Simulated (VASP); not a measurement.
# AgW3: W into a neighbouring W vacancy, part 2 of 4

Wanted: the minimum-energy path in AgW3 for this move: W into a neighbouring W vacancy. The cell takes the structure of Hf3Au from the Materials Project database, with elements swapped. The cell is invented: it takes the structure of a Materials Project entry for Hf3Au (space group 221 there), with all of its atoms replaced by other elements, volume scaled by an estimate. It may not be a known or stable phase.

VASP 6.6.1, plane waves and PAW; the level of theory is named at each step.

So far. Step 2 (Relax the host): The run ended after 4 ionic steps, 0.259 eV below its first step, once forces and stress met EDIFFG = -0.02.

### 3. Relax the start

This step: PBE; plane waves and PAW (W, Ag) (VASP 6.6.1).

System of this step: Ag4W11. The cell holds 15 atoms: 11 W and 4 Ag. Cell: a = 6.931 Å, b = 6.931 Å, c = 6.931 Å, α = 109.5°, β = 109.5°, γ = 109.5°. It derives from AgW3. It takes the structure of a Materials Project entry for Hf3Au (space group 221 there), with all of its atoms replaced by other elements, volume scaled by an estimate. Nearest the centre at fractional (0.125, 0.125, 0.250): W4 at 1.41 Å, Ag13 at 2.43 Å, W8 at 2.46 Å, Ag12 at 2.48 Å, W9 at 2.49 Å, W7 at 3.15 Å, W6 at 3.16 Å, W3 at 3.17 Å.

A path needs two true minima; the start is relaxed with symmetry off.

Input file INCAR:

```
SYSTEM = Ag4W11
PREC = Normal
ENCUT = 280
EDIFF = 1E-05
NELM = 120
ISMEAR = 1
SIGMA = 0.15
LREAL = Auto
ALGO = Fast
GGA = PE
NBANDS = 70
LORBIT = 11
LWAVE = .FALSE.
LCHARG = .FALSE.
KPAR = 3
IBRION = 2
NSW = 50
ISIF = 2
EDIFFG = -0.04
POTIM = 0.4
MAXMIX = 40
ISYM = 0
```

Input file POSCAR:

```
Ag4W11
1.0
   -4.0013708054      4.0013708054      4.0013708054
    4.0013708054     -4.0013708054      4.0013708054
    4.0013708054      4.0013708054     -4.0013708054
W Ag
11 4
Direct
    0.5028791514      0.7516894742      0.2529170062
    0.5033781684      0.2478587772      0.7490058373
    0.0023634163      0.7495691955      0.7501103743
    0.2514373455      0.0021013936      0.2508061106
    0.7483879793      0.4969546102      0.2477523602
    0.7493683798      0.0007657112      0.7515958739
    0.2493775882      0.4980662470      0.7474031382
    0.2557499998      0.2518271773      0.0025452800
    0.7448423042      0.7427876353     -0.0114964994
    0.7510770432      0.2494880043      0.4994788101
    0.2462772114      0.7543490939      0.5025136835
    0.5032732942      0.5067622700      0.5067213831
   -0.0037002580     -0.0008660573      0.4945966479
   -0.0047748105      0.4985649604     -0.0027948871
    0.4973933393     -0.0004256383     -0.0025411174
```

Input file KPOINTS:

```
Automatic mesh
0
Gamma
3 3 3
0 0 0
```

PAW data sets: W and Ag (PBE family, release 64).

Run with:

```bash
$ mpirun -np 3 vasp_std
```

Log:

```text
[banner, memory and clock lines left out]
running    3 mpi-ranks, on    1 nodes
 distrk:  each k-point on    1 cores,    3 groups
 distr:  one band on    1 cores,    1 groups

 POSCAR found type information on POSCAR W Ag
 POSCAR found :  2 types and      15 ions
 LDA part: xc-table for (Slater+PW92), standard interpolation
 POSCAR, INCAR and KPOINTS ok, starting setup
 FFT: planning ... GRIDC
 FFT: planning ... GRID_SOFT
 FFT: planning ... GRID
 WAVECAR not read
 entering main loop
       N       E                     dE             d eps       ncg     rms          rms(c)
DAV:   1     0.312879835229E+03    0.31288E+03   -0.35248E+04  1960   0.875E+02
DAV:   2    -0.118698769180E+03   -0.43158E+03   -0.40367E+03  2188   0.240E+02
DAV:   3    -0.152822975087E+03   -0.34124E+02   -0.32187E+02  2784   0.580E+01
DAV:   4    -0.154017652189E+03   -0.11947E+01   -0.11792E+01  2576   0.105E+01
DAV:   5    -0.154057557558E+03   -0.39905E-01   -0.39804E-01  2848   0.184E+00    0.663E+01
RMM:   6    -0.145200620890E+03    0.88569E+01   -0.35232E+01  1961   0.207E+01    0.337E+01
RMM:   7    -0.142946000503E+03    0.22546E+01   -0.86550E+00  1964   0.989E+00    0.881E+00
RMM:   8    -0.142812888670E+03    0.13311E+00   -0.34474E+00  2002   0.579E+00    0.250E+00
RMM:   9    -0.142892684531E+03   -0.79796E-01   -0.10038E+00  2331   0.240E+00    0.148E+00
RMM:  10    -0.142900382530E+03   -0.76980E-02   -0.16477E-01  2619   0.884E-01    0.142E+00
RMM:  11    -0.142890481754E+03    0.99008E-02   -0.75445E-02  1970   0.103E+00    0.121E+00
RMM:  12    -0.142886129505E+03    0.43522E-02   -0.28858E-02  1999   0.517E-01    0.865E-01
RMM:  13    -0.142880082179E+03    0.60473E-02   -0.19273E-02  2059   0.469E-01    0.306E-01
RMM:  14    -0.142879811828E+03    0.27035E-03   -0.10230E-02  2200   0.236E-01    0.164E-01
RMM:  15    -0.142879897823E+03   -0.85995E-04   -0.19053E-03  2149   0.125E-01    0.915E-02
RMM:  16    -0.142879964325E+03   -0.66502E-04   -0.69185E-04  2597   0.534E-02    0.529E-02
RMM:  17    -0.142879955394E+03    0.89319E-05   -0.14545E-04  2185   0.306E-02    0.230E-02
RMM:  18    -0.142879960563E+03   -0.51697E-05   -0.36088E-05  1365   0.146E-02
   1 F= -.14287996E+03 E0= -.14287926E+03  d E =-.142880E+03
 curvature:   0.00 expect dE= 0.000E+00 dE for cont linesearch  0.000E+00
 trial: gam= 0.00000 g(F)=  0.225E+00 g(S)=  0.000E+00 ort = 0.000E+00 (trialstep = 0.100E+01)
 search vector abs. value=  0.225E+00
 bond charge predicted
       N       E                     dE             d eps       ncg     rms          rms(c)
DAV:   1    -0.143024563677E+03   -0.14461E+00   -0.42090E+01  2008   0.204E+01    0.789E-01
RMM:   2    -0.143060952955E+03   -0.36389E-01   -0.38666E-01  1968   0.256E+00    0.218E+00
RMM:   3    -0.143042214291E+03    0.18739E-01   -0.10506E-01  2022   0.134E+00    0.756E-01
RMM:   4    -0.143045222861E+03   -0.30086E-02   -0.53857E-02  2135   0.661E-01    0.630E-01
RMM:   5    -0.143039061657E+03    0.61612E-02   -0.36541E-02  1996   0.702E-01    0.418E-01
RMM:   6    -0.143039611481E+03   -0.54982E-03   -0.94059E-03  2197   0.303E-01    0.165E-01
RMM:   7    -0.143039577105E+03    0.34375E-04   -0.23267E-03  2272   0.120E-01    0.977E-02
RMM:   8    -0.143039556924E+03    0.20182E-04   -0.22399E-03  2186   0.146E-01    0.138E-01
RMM:   9    -0.143039529048E+03    0.27876E-04   -0.38049E-04  2133   0.647E-02    0.518E-02
RMM:  10    -0.143039531630E+03   -0.25826E-05   -0.12920E-04  2147   0.291E-02    0.288E-02
RMM:  11    -0.143039533656E+03   -0.20260E-05   -0.29540E-05  1349   0.158E-02
   2 F= -.14303953E+03 E0= -.14304171E+03  d E =-.159573E+00
[... from here on, the cycles between the ionic steps are left out ...]
   3 F= -.14307399E+03 E0= -.14307717E+03  d E =-.194033E+00
   4 F= -.14310518E+03 E0= -.14310978E+03  d E =-.311911E-01
   5 F= -.14312978E+03 E0= -.14313622E+03  d E =-.557870E-01
   6 F= -.14315806E+03 E0= -.14316405E+03  d E =-.282758E-01
   7 F= -.14317676E+03 E0= -.14318086E+03  d E =-.469790E-01
   8 F= -.14317780E+03 E0= -.14318120E+03  d E =-.480150E-01
   9 F= -.14319350E+03 E0= -.14319523E+03  d E =-.157013E-01
  10 F= -.14319433E+03 E0= -.14319564E+03  d E =-.165359E-01
 curvature:  -3.56 expect dE=-0.697E-02 dE for cont linesearch -0.310E-05
 trial: gam= 0.18914 g(F)=  0.196E-02 g(S)=  0.000E+00 ort = 0.169E-03 (trialstep = 0.219E+01)
 search vector abs. value=  0.320E-02
 bond charge predicted
       N       E                     dE             d eps       ncg     rms          rms(c)
DAV:   1    -0.143195589785E+03   -0.12628E-02   -0.32178E+00  1972   0.553E+00    0.163E-01
RMM:   2    -0.143196785816E+03   -0.11960E-02   -0.16863E-02  1966   0.597E-01    0.160E-01
RMM:   3    -0.143196707683E+03    0.78133E-04   -0.35483E-03  2200   0.202E-01    0.829E-02
RMM:   4    -0.143196737324E+03   -0.29641E-04   -0.93497E-04  2266   0.879E-02    0.512E-02
RMM:   5    -0.143196734655E+03    0.26694E-05   -0.25958E-04  2337   0.395E-02    0.372E-02
RMM:   6    -0.143196728069E+03    0.65856E-05   -0.75185E-05  1851   0.209E-02
  11 F= -.14319673E+03 E0= -.14319795E+03  d E =-.239635E-02
 trial-energy change:   -0.002396  1 .order   -0.002230   -0.004358   -0.000102
 step:   2.2347(harm=  2.2448)  dis= 0.00937  next Energy=  -143.196729 (dE=-0.240E-02)
 reached required accuracy - stopping structural energy minimisation
```

Elapsed: 5.3 min, on 3 MPI ranks of Intel Xeon Platinum 8488C (Sapphire Rapids), shared host; peak memory 0.6 GiB.

OUTCAR, selected parts (step 3):

```text
 Found     14 irreducible k-points:

   k-points           NKPTS =     14   k-points in BZ     NKDIM =     14   number of bands    NBANDS=     70

   ENCUT  =  280.0 eV  20.58 Ry    4.54 a.u.   9.46  9.46  9.46*2*pi/ulx,y,z

   NELECT =     110.0000    total number of electrons

 E-fermi :   7.2212

 k-point     1 :       0.0000    0.0000    0.0000
  band No.  band energies     occupation
    ...
     50       6.2398      2.00000
     51       6.3700      2.00000
     52       6.9176      2.01478
     53       7.1959      1.28080
     54       7.1981      1.25776
     55       7.2775      0.41153
     56       7.8586     -0.00000
     57       7.9255     -0.00000
     58       7.9293     -0.00000
     59       7.9460     -0.00000
    ...

 k-point     2 :       0.3333    0.0000    0.0000
  band No.  band energies     occupation
    ...
     50       6.1865      2.00000
     51       6.3019      2.00000
     52       6.3611      2.00000
     53       6.7788      2.00025
     54       7.2412      0.77698
     55       7.2763      0.42191
     56       7.4357     -0.06123
     57       7.7118     -0.00004
     58       7.8779     -0.00000
     59       8.0092     -0.00000
    ...

  Total        0.5722979    -10.1505783    -10.2401205     -0.0071260     -0.0311517     -0.0083147
  in kB        3.5780494    -63.4621789    -64.0220038     -0.0445520     -0.1947628     -0.0519842
  external PRESSURE =     -41.3020444 kB  Pullay stress =       0.0000000 kB

  energy-cutoff  :      280.00
  volume of cell :      256.26
      direct lattice vectors                 reciprocal lattice vectors
    -4.001370805  4.001370805  4.001370805     0.000000000  0.124957177  0.124957177
     4.001370805 -4.001370805  4.001370805     0.124957177  0.000000000  0.124957177
     4.001370805  4.001370805 -4.001370805     0.124957177  0.124957177  0.000000000

 POSITION                                       TOTAL-FORCE (eV/Angst)
 -----------------------------------------------------------------------------------
      1.99822     -0.00505      4.00397         0.005230      0.021233      0.003214
      1.99707      3.99734      0.00343         0.000200      0.011862     -0.000190
      1.99657      3.99686      4.00201         0.009560      0.007447      0.008926
      3.92618     -1.97971      4.00106        -0.011301      0.018033      0.011353
      0.07002      1.96960      4.00669         0.015734     -0.012798     -0.021553
      3.92730      1.97150      4.00072        -0.021516     -0.014415      0.013639
      4.07062      2.02346      0.00565         0.022561      0.010920     -0.021618
      3.92951      3.99745     -1.97066        -0.026586     -0.000019      0.002759
      3.93095      3.99598      1.97508        -0.025778      0.013032     -0.002641
      0.06630      3.99976      1.97512         0.024276     -0.012550     -0.009339
      4.06840     -0.00261      2.03040         0.021168     -0.003626      0.008742
      1.99617      1.87259      1.87419        -0.004178     -0.009771      0.032131
      1.99957      1.87677     -1.87227        -0.001348     -0.032647     -0.018711
     -2.00420      2.12144      5.87749         0.001435      0.003685      0.010440
     -1.99929      2.12138      2.13094        -0.009455     -0.000387     -0.017151
 -----------------------------------------------------------------------------------
    total drift:                               -0.008915     -0.003780      0.011833

  FREE ENERGIE OF THE ION-ELECTRON SYSTEM (eV)
  ---------------------------------------------------
  free  energy   TOTEN  =      -143.1967280694 eV

  energy  without entropy=     -143.2003974766  energy(sigma->0) =     -143.19795121

 total charge
# of ion       s       p       d       tot
------------------------------------------
    1        0.669   0.632   4.216   5.517
    2        0.668   0.632   4.215   5.515
    3        0.672   0.591   4.159   5.422
    4        0.653   0.558   4.133   5.343
    5        0.653   0.558   4.134   5.345
    6        0.653   0.558   4.134   5.345
    7        0.653   0.559   4.134   5.346
    8        0.652   0.558   4.132   5.342
    9        0.653   0.558   4.135   5.347
   10        0.652   0.558   4.132   5.342
   11        0.653   0.558   4.134   5.346
   12        0.535   0.583   8.990  10.109
   13        0.535   0.583   8.990  10.109
   14        0.535   0.583   8.991  10.109
   15        0.536   0.583   8.991  10.109
--------------------------------------------------
tot          9.374   8.652  81.620  99.646

[... 2 parts as in an earlier step ...]

[... 7 further parts left out ...]
```

CONTCAR:

```
Ag4W11
   1.00000000000000
    -4.0013708053999997    4.0013708053999997    4.0013708053999997
     4.0013708053999997   -4.0013708053999997    4.0013708053999997
     4.0013708053999997    4.0013708053999997   -4.0013708053999997
  W               Ag
    11     4
Direct
     0.4996934255215948    0.7500158539050364    0.2490606261063533
     0.4999246737870002    0.2499765235729260    0.7490445220245208
     0.9995155264276721    0.7495650084593560    0.7489213344347718
     0.2525820042286460    0.9905643686166493    0.2432251968424860
     0.7467808175576530    0.5094151147839976    0.2548654726791859
     0.7462713426701002    0.9906625821945592    0.7370968170719493
     0.2535525149939639    0.5093596838757812    0.7614995899040160
     0.2532619599187523    0.2447721760091730    0.9905308720722938
     0.7461261355513860    0.7380001986995965    0.9905265788869454
     0.7466036117482302    0.2550905330102027    0.5080831879483589
     0.2533864715939742    0.7620880804942185    0.5080488146388674
     0.4681867005851766    0.4836288599005131    0.4834282240785628
     0.0005624412088190    0.0159072732426626    0.4843764090423947
     0.9995240647156071    0.4839962458389655    0.0146500684572003
     0.5313584619914159    0.0164503518963601    0.0152562872120957
```

Step by step:

```csv
step,energy less that of the first step (eV),largest force (eV/Å)
1,0.0000,1.0636
2,-0.1596,0.5278
3,-0.1940,0.3210
4,-0.2252,0.2232
5,-0.2498,0.3249
6,-0.2781,0.1646
7,-0.2968,0.2433
8,-0.2978,0.2775
9,-0.3135,0.0920
10,-0.3144,0.0800
11,-0.3168,0.0377
```

The atoms that moved most (Å):

```csv
atom,dx,dy,dz,length
Ag12,-0.045,-0.141,-0.140,0.204
Ag15,0.003,0.140,0.132,0.192
Ag14,-0.006,0.145,-0.111,0.183
Ag13,0.009,-0.091,0.125,0.155
W6,-0.086,-0.030,0.005,0.091
W5,0.085,-0.028,0.015,0.090
W7,0.085,0.028,0.005,0.090
W4,-0.081,0.020,-0.011,0.084
```

The relaxed structure:

```xyz
15
Lattice="-4.0014 4.0014 4.0014 4.0014 -4.0014 4.0014 4.0014 4.0014 -4.0014" Properties=species:S:1:pos:R:3 pbc="T T T"
W     1.9982   -0.0050    4.0040
W     1.9971    3.9973    0.0034
W     5.9979   -0.0045    0.0006
W    -0.0752    2.0217   -0.0003
W     0.0700    1.9696    4.0067
W    -0.0741    5.9729   -0.0007
W     4.0706    2.0235    0.0057
W    -0.0719   -0.0039    2.0307
W    -0.0704   -0.0054    5.9764
W     0.0663    3.9998    1.9751
W     4.0684   -0.0026    2.0304
Ag    1.9962    1.8726    1.8742
Ag    1.9996    1.8768   -1.8723
Ag    1.9972   -1.8799    1.8761
Ag   -1.9993    2.1214    2.1309
```

This step gave:

```
electronic cycles       : 92
electrons               : 110
free energy (TOTEN)     : -143.1967 eV
energy at zero smearing : -143.1980 eV
Fermi energy            : 7.221 eV
```

The run ended after 11 ionic steps, 0.317 eV below its first step, once the forces on the free atoms met EDIFFG = -0.04.

(Continued in part 3 of 4.)

[Lines on the potential files, build, host, timing and source positions are cut from VASP's logs without a mark.]

[Logs are printed without paths, hosts, clocks, repeated set-up lines and the standing remarks that a program may print on its own settings, such as how far it seeks lower states.]

[Hosts, paths, dates, database ids (printed as entryN), source tags and the programs' standing remarks are cut or masked in the printed files.]

[Runs that stopped without an error message from VASP are left out.]
